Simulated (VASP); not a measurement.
VASP ran on this input.

INCAR:
```
LASPH = .True.
EDIFF = 1E-6
LMAXMIX = 4   ! l cut-off of mixed one-centre charges
ISMEAR = 0
LREAL = .False.
IBRION = 2
ISIF = 3   ! ions, shape and volume
LWAVE = .False.
LCHARG = .False.
SIGMA = 0.05   ! width (eV)
GGA = PS
SYSTEM = MgSe
NSW = 60
ENCUT = 400   ! plane-wave cut-off (eV)
NELM = 100   ! most electronic steps
EDIFFG = -0.01   ! ionic stop
PREC = Accurate
ALGO = Normal   ! blocked Davidson
```

### KPOINTS
```
Automatic mesh
0
Gamma
7 7 7
0 0 0
```

POSCAR:
```
MgSe
1
    0.0000000000     3.0137680000     3.0137680000
    3.0137680000     0.0000000000     3.0137680000
    3.0137680000     3.0137680000     0.0000000000
Mg Se
1 1
Direct
  0.0000000000   0.0000000000   0.0000000000
  0.2500000000   0.2500000000   0.2500000000
```

POTCAR, in this order: Mg Se (PBE.64 set). Program: vasp_std.

Q: Write an equivalent input for Ansatz.

A: One equivalent input (not run):
Ansatz 0.2 input:
```yaml
crystal:
  lattice:
    - [0.0000000, 3.0137680, 3.0137680]
    - [3.0137680, 0.0000000, 3.0137680]
    - [3.0137680, 3.0137680, 0.0000000]
  atoms:
    - { symbol: Mg, position: [0.0000000, 0.0000000, 0.0000000] }
    - { symbol: Se, position: [0.2500000, 0.2500000, 0.2500000] }
kpoints:
  mp_grid: { grid: [7, 7, 7] }
hamiltonian:
  xc: pbesol
  pseudopotentials: { kind: paw }
scf:
  occupations: { method: gaussian, width: 0.05 }
  max_iter: 100
relax:
  max_steps: 60
  f_tol: 0.01
  cell: {}
output: { forces: true, stress: true, eigenvalues: true }
```
The two are equivalent in intent, not identical: each code has its own PAW files, so the cut-off isn't converted (ENCUT is set for VASP's; basis.ecutwfc is left out, and Ansatz then takes the one that its files recommend); Ansatz stops its SCF on the density residual and VASP on the energy change (EDIFF).

The structure was generated: MgSe was put into the zinc blende type (F-43m), which need not be its known phase. This run relaxes it. Symmetry was kept, so distortions that lower it aren't found.
